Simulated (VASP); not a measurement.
```yaml
crystal:
  lattice:
    - [0.00000, 2.71653, 2.71653]
    - [2.71653, 0.00000, 2.71653]
    - [2.71653, 2.71653, 0.00000]
  atoms:
    - { symbol: Ga, position: [0.00000, 0.00000, 0.00000] }
    - { symbol: P, position: [0.25000, 0.25000, 0.25000] }
```

These are r2SCAN+rVV10, VASP's PBE PAW potentials (set 64) (plane waves; VASP) values and carry that method's errors. Numerical set-up: 520 eV cut-off, 9×9×9 Γ-centred mesh, tetrahedra with Blöchl corrections, potentials Ga_d P.

Task: Tabulate the total density of states (states/eV per cell) against energy (eV; zero at the valence-band maximum or, without a gap, the Fermi level).

Result: 
```json
[
 {"E (eV)": "-9.96", "DOS (states/eV)": "0.71"},
 {"E (eV)": "-9.72", "DOS (states/eV)": "0.00"},
 {"E (eV)": "-9.48", "DOS (states/eV)": "0.00"},
 {"E (eV)": "-9.24", "DOS (states/eV)": "0.00"},
 {"E (eV)": "-8.88", "DOS (states/eV)": "0.00"},
 {"E (eV)": "-8.64", "DOS (states/eV)": "0.00"},
 {"E (eV)": "-8.40", "DOS (states/eV)": "0.00"},
 {"E (eV)": "-8.16", "DOS (states/eV)": "0.00"},
 {"E (eV)": "-7.92", "DOS (states/eV)": "0.00"},
 {"E (eV)": "-7.68", "DOS (states/eV)": "0.00"},
 {"E (eV)": "-7.32", "DOS (states/eV)": "0.00"},
 {"E (eV)": "-7.08", "DOS (states/eV)": "0.00"},
 {"E (eV)": "-6.84", "DOS (states/eV)": "0.52"},
 {"E (eV)": "-6.60", "DOS (states/eV)": "2.45"},
 {"E (eV)": "-6.36", "DOS (states/eV)": "1.11"},
 {"E (eV)": "-6.12", "DOS (states/eV)": "0.69"},
 {"E (eV)": "-5.88", "DOS (states/eV)": "0.55"},
 {"E (eV)": "-5.52", "DOS (states/eV)": "0.43"},
 {"E (eV)": "-5.28", "DOS (states/eV)": "0.33"},
 {"E (eV)": "-5.04", "DOS (states/eV)": "0.29"},
 {"E (eV)": "-4.80", "DOS (states/eV)": "0.26"},
 {"E (eV)": "-4.56", "DOS (states/eV)": "0.23"},
 {"E (eV)": "-4.32", "DOS (states/eV)": "0.20"},
 {"E (eV)": "-3.96", "DOS (states/eV)": "1.38"},
 {"E (eV)": "-3.72", "DOS (states/eV)": "1.07"},
 {"E (eV)": "-3.48", "DOS (states/eV)": "0.99"},
 {"E (eV)": "-3.24", "DOS (states/eV)": "1.09"},
 {"E (eV)": "-3.00", "DOS (states/eV)": "1.36"},
 {"E (eV)": "-2.76", "DOS (states/eV)": "1.53"},
 {"E (eV)": "-2.52", "DOS (states/eV)": "1.49"},
 {"E (eV)": "-2.16", "DOS (states/eV)": "1.43"},
 {"E (eV)": "-1.92", "DOS (states/eV)": "1.39"},
 {"E (eV)": "-1.68", "DOS (states/eV)": "1.39"},
 {"E (eV)": "-1.44", "DOS (states/eV)": "1.31"},
 {"E (eV)": "-1.20", "DOS (states/eV)": "1.06"},
 {"E (eV)": "-0.96", "DOS (states/eV)": "0.70"},
 {"E (eV)": "-0.72", "DOS (states/eV)": "0.47"},
 {"E (eV)": "-0.36", "DOS (states/eV)": "0.23"},
 {"E (eV)": "-0.12", "DOS (states/eV)": "0.04"},
 {"E (eV)": "0.12", "DOS (states/eV)": "0.00"},
 {"E (eV)": "0.36", "DOS (states/eV)": "0.00"},
 {"E (eV)": "0.60", "DOS (states/eV)": "0.00"},
 {"E (eV)": "0.84", "DOS (states/eV)": "0.00"},
 {"E (eV)": "1.20", "DOS (states/eV)": "0.00"},
 {"E (eV)": "1.44", "DOS (states/eV)": "0.00"},
 {"E (eV)": "1.68", "DOS (states/eV)": "0.00"},
 {"E (eV)": "1.92", "DOS (states/eV)": "0.08"},
 {"E (eV)": "2.16", "DOS (states/eV)": "0.23"},
 {"E (eV)": "2.40", "DOS (states/eV)": "0.46"},
 {"E (eV)": "2.64", "DOS (states/eV)": "0.78"},
 {"E (eV)": "3.00", "DOS (states/eV)": "1.71"},
 {"E (eV)": "3.24", "DOS (states/eV)": "2.02"},
 {"E (eV)": "3.48", "DOS (states/eV)": "1.64"},
 {"E (eV)": "3.72", "DOS (states/eV)": "1.00"},
 {"E (eV)": "3.96", "DOS (states/eV)": "0.48"},
 {"E (eV)": "4.20", "DOS (states/eV)": "0.81"},
 {"E (eV)": "4.56", "DOS (states/eV)": "0.88"},
 {"E (eV)": "4.80", "DOS (states/eV)": "2.16"},
 {"E (eV)": "5.04", "DOS (states/eV)": "1.87"},
 {"E (eV)": "5.28", "DOS (states/eV)": "1.48"}
]
```
Within 2 eV below the valence-band maximum the largest weight inside VASP's projection spheres is P p, then Ga p.

The compound is GaP in the zinc blende structure. It was relaxed first.
